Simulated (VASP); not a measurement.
# Nb2SiO2 (P6_3/mmc) in VASP: a series of runs

The runs below take Nb2SiO2 through relaxation of cell and atoms, with PBE.

All numbers are computed with VASP 6.6.1; they aren't measurements. Logs are shortened: lines on timing, memory, paths and dates and some standing lists are left out, and cuts for length are marked.

## (1) The structure

It takes space group P6_3/mmc (No. 194, hexagonal). The conventional cell has a = 3.100 Å, b = 3.100 Å, c = 16.167 Å, α = 90.00°, β = 90.00°, γ = 120.00°. Nb (site symmetry 3m) has 3 O at 2.06 Å as nearest neighbours. Si (site symmetry -6m2) has 6 Nb at 2.62 Å and 2 O at 2.93 Å as nearest neighbours. O (site symmetry 3m) has 3 Nb at 2.06 Å as nearest neighbours.

The cell was built by a generator and needn't be a form met in nature.

## (2) Relaxation of cell and atoms, PBE

File INCAR:

```
PREC = Accurate
ENCUT = 520
EDIFF = 1E-6
ISMEAR = 0
SIGMA = 0.1
LREAL = False
LASPH = True
NELM = 120
ALGO = Normal
ISIF = 3
LWAVE = False
LCHARG = False
GGA = PE
IBRION = 2
NSW = 90
EDIFFG = -0.01
KPAR = 4
```

File KPOINTS:

```
Automatic mesh
0
Gamma
  12 12 2
```

File POSCAR:

```
Nb2SiO2
1.0
    3.1001391100      0.0000000000      0.0000000000
   -1.5500695500      2.6847992200      0.0000000000
    0.0000000000      0.0000000000     16.1670000000
Nb Si O
4 2 4
Direct
    0.6666666700      0.3333333300      0.3681573600
    0.3333333300      0.6666666700      0.6318426400
    0.6666666700      0.3333333300      0.1318426400
    0.3333333300      0.6666666700      0.8681573600
    0.3333333300      0.6666666700      0.2500000000
    0.6666666700      0.3333333300      0.7500000000
    0.3333333300      0.6666666700      0.4312488400
    0.6666666700      0.3333333300      0.5687511600
    0.3333333300      0.6666666700      0.0687511600
    0.6666666700      0.3333333300      0.9312488400
```

Potentials or basis: VASP PAW PBE potentials, release 64 (Nb_sv, Si, O).

On the command line:

```sh
> cat potpaw_PBE.64/Nb_sv/POTCAR potpaw_PBE.64/Si/POTCAR potpaw_PBE.64/O/POTCAR > POTCAR
> mpirun -np 4 vasp_std > vasp.out
```

OUTCAR:

```text
PREC = Accurate
   ENCUT = 520
   EDIFF = 1E-6
   ISMEAR = 0
   LREAL = False
   LASPH = True
   NELM = 120
   ISIF = 3
   GGA = PE
   IBRION = 2
   NSW = 90
   EDIFFG = -0.01

 ion  position               nearest neighbor table
   1  0.667  0.333  0.368-   7 2.06   7 2.06   7 2.06   5 2.62   5 2.62   5 2.62
   2  0.333  0.667  0.632-   8 2.06   8 2.06   8 2.06   6 2.62   6 2.62   6 2.62
   3  0.667  0.333  0.132-   9 2.06   9 2.06   9 2.06   5 2.62   5 2.62   5 2.62
   4  0.333  0.667  0.868-  10 2.06  10 2.06  10 2.06   6 2.62   6 2.62   6 2.62
   5  0.333  0.667  0.250-   1 2.62   3 2.62   1 2.62   3 2.62   1 2.62   3 2.62
   6  0.667  0.333  0.750-   2 2.62   4 2.62   2 2.62   4 2.62   2 2.62   4 2.62
   7  0.333  0.667  0.431-   1 2.06   1 2.06   1 2.06
   8  0.667  0.333  0.569-   2 2.06   2 2.06   2 2.06
   9  0.333  0.667  0.069-   3 2.06   3 2.06   3 2.06
  10  0.667  0.333  0.931-   4 2.06   4 2.06   4 2.06

  LATTYP: Found a hexagonal cell.
 ALAT       =     3.1001391100
 C/A-ratio  =     5.2149272747

  Lattice vectors:

 A1 = (   3.1001391100,   0.0000000000,   0.0000000000)
 A2 = (  -1.5500695500,   2.6847992200,   0.0000000000)
 A3 = (   0.0000000000,   0.0000000000,  16.1670000000)

Analysis of symmetry for initial positions (statically):
=====================================================================
 Subroutine PRICEL returns:
 Original cell was already a primitive cell.

 Routine SETGRP: Setting up the symmetry group for a
 hexagonal supercell.

 Subroutine GETGRP returns: Found 24 space group operations
 (whereof 12 operations were pure point group operations)
 out of a pool of 24 trial point group operations.

The static configuration has the point symmetry D_3d.
 The point group associated with its full space group is D_6h.

Analysis of symmetry for dynamics (positions and initial velocities):
=====================================================================
 Subroutine PRICEL returns:
 Original cell was already a primitive cell.

 Routine SETGRP: Setting up the symmetry group for a
 hexagonal supercell.

 Subroutine GETGRP returns: Found 24 space group operations
 (whereof 12 operations were pure point group operations)
 out of a pool of 24 trial point group operations.

The dynamic configuration has the point symmetry D_3d.
 The point group associated with its full space group is D_6h.

 Subroutine INISYM returns: Found 24 space group operations
[... 135 lines left out ...]
  Fermi-wavevector in a.u.,A,eV,Ry     =   1.399138  2.643987 26.634577  1.957586
  Thomas-Fermi vector in A             =   2.522227
   LORBIT       =      0    0 simple, 1 ext, 2 COOP (PROOUT), +10 PAW based schemes
   GGA     = PE    functional components
   LHFCALC =     F    Hartree Fock is set to
   AEXX    =    0.0000 exact exchange contribution
   IVDW    =     0    specifies the selected vdW correction
   LEPSILON=     F    determine dielectric tensor
   LRPA    =     F    only Hartree local field effects (RPA)
 conjugate gradient relaxation of ions
 non-spin polarized calculation
 Gauss-broadening in eV      SIGMA  =   0.10
  energy-cutoff  :      520.00
  volume of cell :      134.56
 maximum number of plane-waves:      3656
 NGX is ok and might be reduce to    24
   NGX = 11   NGY = 11   NGZ = 61

--------------------------------------- Ionic step        1  -------------------------------------------

 number of electron      84.0000025 magnetization

 Free energy of the ion-electron system (eV)
  ---------------------------------------------------
  ext. energy  EPLUGINS =         0.00000000
  ---------------------------------------------------
  free energy    TOTEN  =       -85.37471035 eV

  energy without entropy =      -85.35483992  energy(sigma->0) =      -85.36477514

------------------------ aborting loop because EDIFF is reached ----------------------------------------

  FORCE on cell =-STRESS in cart. coord.  units (eV):
  Direction    XX          YY          ZZ          XY          YZ          ZX
  --------------------------------------------------------------------------------------
  -------------------------------------------------------------------------------------
  Total        2.7939284      2.7939284     12.1946582      0.0000000     -0.0000000      0.0000000
  in kB       33.2662173     33.2662172    145.1970456      0.0000001     -0.0000000      0.0000000
  external PRESSURE =      70.5764934 kB  Pullay stress =       0.0000000 kB
[... 113 lines left out ...]
  FREE ENERGIE OF THE ION-ELECTRON SYSTEM (eV)
  ---------------------------------------------------
  free  energy   TOTEN  =       -85.5922193210 eV

  energy  without entropy=      -85.5713778500  energy(sigma->0) =      -85.58179859

[... ionic steps 4 to 20 ...]

--------------------------------------- Ionic step       21  -------------------------------------------

 number of electron      84.0000021 magnetization

------------------------ aborting loop because EDIFF is reached ----------------------------------------
[... 83 lines left out ...]
--------------------------------------- Ionic step       23  -------------------------------------------

 number of electron      84.0000020 magnetization

 Free energy of the ion-electron system (eV)
  ---------------------------------------------------
  ext. energy  EPLUGINS =         0.00000000
  ---------------------------------------------------
  free energy    TOTEN  =       -85.92188705 eV

  energy without entropy =      -85.89436212  energy(sigma->0) =      -85.90812458

 E-fermi :   8.3758     XC(G=0): -11.1532

 val. band max:        8.3733872304   @ k =   0.1667   0.0000   0.0000
 cond. band min:       8.3766425634   @ k =   0.1667   0.0000   0.5000
 fundamental gap:      0.0032553329
 Fermi energy:         8.3757652488

 k-point     1 :       0.0000    0.0000    0.0000
  band No.  band energies     occupation
      1     -47.4484      2.00000
      2     -47.4484      2.00000
      3     -47.4476      2.00000
      4     -47.4476      2.00000
      5     -23.7114      2.00000
      6     -23.7098      2.00000
[... 1261 lines left out ...]
     49      10.9959      0.00000
     50      10.9959      0.00000

 [... further k-points ...]

------------------------ aborting loop because EDIFF is reached ----------------------------------------

  FORCE on cell =-STRESS in cart. coord.  units (eV):
  Direction    XX          YY          ZZ          XY          YZ          ZX
  --------------------------------------------------------------------------------------
  -------------------------------------------------------------------------------------
  Total       -0.0152454     -0.0152454     -0.0362006     -0.0000000      0.0000000     -0.0000000
  in kB       -0.1698162     -0.1698162     -0.4032338     -0.0000000      0.0000000     -0.0000000
  external PRESSURE =      -0.2476221 kB  Pullay stress =       0.0000000 kB
[... 25 lines left out ...]
  FREE ENERGIE OF THE ION-ELECTRON SYSTEM (eV)
  ---------------------------------------------------
  free  energy   TOTEN  =       -85.9218870456 eV

  energy  without entropy=      -85.8943621154  energy(sigma->0) =      -85.90812458

 reached required accuracy - stopping structural energy minimisation
```

OSZICAR:

```text
N       E                     dE             d eps       ncg     rms          rms(c)
DAV:   1     0.991179412566E+03    0.99118E+03   -0.46121E+04  3864   0.171E+03
DAV:   2     0.109178837829E+01   -0.99009E+03   -0.97027E+03  4674   0.663E+02
DAV:   3    -0.909841127061E+02   -0.92076E+02   -0.90730E+02  5936   0.162E+02
[... 238 lines left out ...]
       N       E                     dE             d eps       ncg     rms          rms(c)
DAV:   1    -0.859218059795E+02    0.41011E-04   -0.13906E-02  4106   0.793E-01    0.265E-02
DAV:   2    -0.859218910931E+02   -0.85114E-04   -0.10877E-03  4752   0.200E-01    0.177E-02
DAV:   3    -0.859218881652E+02    0.29279E-05   -0.40442E-05  5432   0.393E-02    0.105E-02
DAV:   4    -0.859218868633E+02    0.13019E-05   -0.57201E-06  4150   0.173E-02    0.549E-03
DAV:   5    -0.859218870456E+02   -0.18236E-06   -0.18258E-06  2544   0.917E-03
  23 F= -.85921887E+02 E0= -.85908125E+02  d E =-.401623E-04
```

CONTCAR:

```text
Nb2SiO2
   1.00000000000000
     3.0197343756869062   -0.0000000001608512    0.0000000000000000
    -1.5098671831124333    2.6151666779502980    0.0000000000000000
     0.0000000000000000   -0.0000000000000000   18.2138523511972856
  Nb              Si              O
     4     2     4
Direct
     0.6666666699999979    0.3333333300000021    0.3619625573121749
     0.3333333300000021    0.6666666699999979    0.6380374426878251
     0.6666666699999979    0.3333333300000021    0.1380374426878251
     0.3333333300000021    0.6666666699999979    0.8619625573121749
     0.3333333300000021    0.6666666699999979    0.2500000000000000
     0.6666666699999979    0.3333333300000021    0.7500000000000000
     0.3333333300000021    0.6666666699999979    0.4244398229340908
     0.6666666699999979    0.3333333300000021    0.5755601770659090
     0.3333333300000021    0.6666666699999979    0.0755601770659091
     0.6666666699999979    0.3333333300000021    0.9244398229340910

  0.00000000E+00  0.00000000E+00  0.00000000E+00
  0.00000000E+00  0.00000000E+00  0.00000000E+00
  0.00000000E+00  0.00000000E+00  0.00000000E+00
  0.00000000E+00  0.00000000E+00  0.00000000E+00
  0.00000000E+00  0.00000000E+00  0.00000000E+00
  0.00000000E+00  0.00000000E+00  0.00000000E+00
  0.00000000E+00  0.00000000E+00  0.00000000E+00
  0.00000000E+00  0.00000000E+00  0.00000000E+00
  0.00000000E+00  0.00000000E+00  0.00000000E+00
  0.00000000E+00  0.00000000E+00  0.00000000E+00
```

It took 22 min on 4 MPI ranks of Intel Xeon Platinum 8488C (Sapphire Rapids), shared host; peak memory 0.4 GiB.

What came out:

* Free energy: -85.9219 eV
* Relaxed volume: 14.38 Å³/atom
* Relaxed cell: a = 3.020 Å, b = 3.020 Å, c = 18.214 Å, α = 90.00°, β = 90.00°, γ = 120.00°
* Space group after relaxing (to 0.05 Å): P6_3/mmc (No. 194)
* Energy gained by relaxing: 54.7 meV/atom
* Ionic steps: 23
* Pressure after relaxing: 0.0 GPa
* Largest force after relaxing: 0.004 eV/Å
* Band gap on the k mesh: none (metal or under the smearing width)

Forces in eV/Å, atoms in the order of the input:
```
Nb   0.000  0.000  0.001
Nb   0.000  0.000 -0.001
Nb   0.000  0.000 -0.001
Nb   0.000  0.000  0.001
Si   0.000  0.000  0.000
Si   0.000  0.000  0.000
O    0.000  0.000 -0.004
O    0.000  0.000  0.004
O    0.000  0.000  0.004
O    0.000  0.000 -0.004
```

Step by step:
```csv
step,energy change (eV),largest force (eV/Å),pressure (GPa),volume (Å³)
1,0.0000,0.8534,7.06,134.56
2,0.0400,1.2704,-11.33,146.35
3,-0.2175,0.2419,-2.63,140.05
4,-0.4043,0.1658,-1.42,139.28
5,-0.4527,0.4163,0.02,138.43
6,-0.4530,0.3989,-0.12,138.51
7,-0.4710,0.3055,-0.13,138.21
8,-0.4711,0.3232,-0.11,138.19
9,-0.4866,0.1559,1.38,137.81
10,-0.4896,0.0677,2.34,137.57
11,-0.4966,0.0542,2.14,137.92
12,-0.5141,0.0579,1.54,138.98
13,-0.5356,0.0808,0.44,141.11
14,-0.5331,0.2143,-1.49,145.43
15,-0.5413,0.1289,-0.49,143.12
16,-0.5446,0.0230,0.06,143.30
17,-0.5448,0.0419,0.22,143.36
18,-0.5461,0.0262,0.03,143.61
19,-0.5468,0.0189,-0.28,144.02
20,-0.5471,0.0225,0.04,143.82
21,-0.5471,0.0232,0.02,143.84
22,-0.5471,0.0229,0.01,143.84
23,-0.5472,0.0041,-0.02,143.84
```

Final structure:
```xyz
10
Lattice="3.0197 0.0000 0.0000 -1.5099 2.6152 0.0000 0.0000 0.0000 18.2139" Properties=species:S:1:pos:R:3 pbc="T T T"
Nb    1.5099    0.8717    6.5927
Nb    0.0000    1.7434   11.6211
Nb    1.5099    0.8717    2.5142
Nb    0.0000    1.7434   15.6997
Si    0.0000    1.7434    4.5535
Si    1.5099    0.8717   13.6604
O     0.0000    1.7434    7.7307
O     1.5099    0.8717   10.4832
O     0.0000    1.7434    1.3762
O     1.5099    0.8717   16.8376
```

## (3) Relaxation of cell and atoms, PBE

This run uses another cell than the first one, of 14.38 Å³/atom, 1.069 times its volume.

INCAR, as its differences from that of step 2:

```diff
@@ -2,3 +2,3 @@
 ENCUT = 520
-EDIFF = 1E-6
+EDIFF = 1E-7
 ISMEAR = 0
@@ -14,4 +14,5 @@
 IBRION = 2
-NSW = 90
-EDIFFG = -0.01
+NSW = 60
+EDIFFG = -0.005
+POTIM = 0.3
 KPAR = 4
```

KPOINTS is that of step 2.

File POSCAR:

```
Nb2SiO2                                 
1.0
    3.0197343757     -0.0000000002      0.0000000000
   -1.5098671831      2.6151666780      0.0000000000
    0.0000000000     -0.0000000000     18.2138523512
  Nb              Si              O             
     4     2     4
Direct
     0.6666666699999979    0.3333333300000021    0.3619625573121749
     0.3333333300000021    0.6666666699999979    0.6380374426878251
     0.6666666699999979    0.3333333300000021    0.1380374426878251
     0.3333333300000021    0.6666666699999979    0.8619625573121749
     0.3333333300000021    0.6666666699999979    0.2500000000000000
     0.6666666699999979    0.3333333300000021    0.7500000000000000
     0.3333333300000021    0.6666666699999979    0.4244398229340908
     0.6666666699999979    0.3333333300000021    0.5755601770659090
     0.3333333300000021    0.6666666699999979    0.0755601770659091
     0.6666666699999979    0.3333333300000021    0.9244398229340910
```

Potentials or basis: VASP PAW PBE potentials, release 64 (Nb_sv, Si, O).

On the command line:

```sh
> cat potpaw_PBE.64/Nb_sv/POTCAR potpaw_PBE.64/Si/POTCAR potpaw_PBE.64/O/POTCAR > POTCAR
> mpirun -np 4 vasp_std > vasp.out
```

Run time: 18 min. Hardware: 4 MPI ranks of Intel Xeon Platinum 8488C (Sapphire Rapids), shared host; peak memory 0.42 GiB.

Results (log left out):

```yaml
Free_energy: -85.9774 eV
Relaxed_volume: 14.85 Å³/atom
Relaxed_cell: a = 3.016 Å, b = 3.016 Å, c = 18.859 Å, α = 90.00°, β = 90.00°, γ = 120.00°
Space_group_after_relaxing_to_0.05_Å: P6_3/mmc (No. 194)
Energy_gained_by_relaxing: 1.4 meV/atom
Ionic_steps: 21
Pressure_after_relaxing: 0.0 GPa
Band_gap_on_the_k_mesh: none (metal or under the smearing width)
```

Step by step:
```tsv
step	energy change (eV)	largest force (eV/Å)	pressure (GPa)	volume (Å³)
1	0.0000	0.0058	0.35	143.84
2	-0.0013	0.0548	-0.13	144.23
3	-0.0014	0.0733	-0.32	144.38
4	-0.0023	0.0534	-0.20	144.39
5	-0.0029	0.0693	0.00	144.40
6	-0.0033	0.0520	0.04	144.41
7	-0.0041	0.0624	0.13	144.43
8	-0.0046	0.0582	0.11	144.54
9	-0.0062	0.0459	0.04	144.87
10	-0.0083	0.0223	-0.08	145.52
11	-0.0093	0.0465	-0.32	146.83
12	-0.0094	0.0398	-0.25	146.47
13	-0.0099	0.0372	-0.16	146.52
14	-0.0109	0.0339	0.10	146.69
15	-0.0111	0.0694	0.63	147.01
16	-0.0113	0.0556	0.42	146.88
17	-0.0119	0.0344	0.32	147.10
18	-0.0128	0.0656	0.04	147.77
19	-0.0129	0.0752	-0.01	147.88
20	-0.0133	0.0559	-0.01	148.05
21	-0.0139	0.0010	0.01	148.52
```

Final structure:
```yaml
crystal:
  lattice:
    - [3.01556, 0.00000, 0.00000]
    - [-1.50778, 2.61155, 0.00000]
    - [0.00000, 0.00000, 18.85938]
  atoms:
    - { symbol: Nb, position: [0.66667, 0.33333, 0.35855] }
    - { symbol: Nb, position: [0.33333, 0.66667, 0.64145] }
    - { symbol: Nb, position: [0.66667, 0.33333, 0.14145] }
    - { symbol: Nb, position: [0.33333, 0.66667, 0.85855] }
    - { symbol: Si, position: [0.33333, 0.66667, 0.25000] }
    - { symbol: Si, position: [0.66667, 0.33333, 0.75000] }
    - { symbol: O, position: [0.33333, 0.66667, 0.41911] }
    - { symbol: O, position: [0.66667, 0.33333, 0.58089] }
    - { symbol: O, position: [0.33333, 0.66667, 0.08089] }
    - { symbol: O, position: [0.66667, 0.33333, 0.91911] }
```

Levels at points of the mesh, in eV from the Fermi level:
```tsv
k point	band 39	band 40	band 41	band 42	band 43	band 44	band 45	band 46
(0.00, 0.00, 0.00)	0.10	0.10	0.10	0.12	0.32	0.39	0.39	0.40
(0.50, 0.00, 0.00)	-0.97	-0.86	-0.67	-0.58	0.60	0.60	0.60	0.61
(0.00, 0.00, 0.50)	0.10	0.10	0.10	0.10	0.40	0.40	0.40	0.40
(0.50, 0.00, 0.50)	-0.92	-0.92	-0.62	-0.62	0.60	0.60	0.60	0.60
```
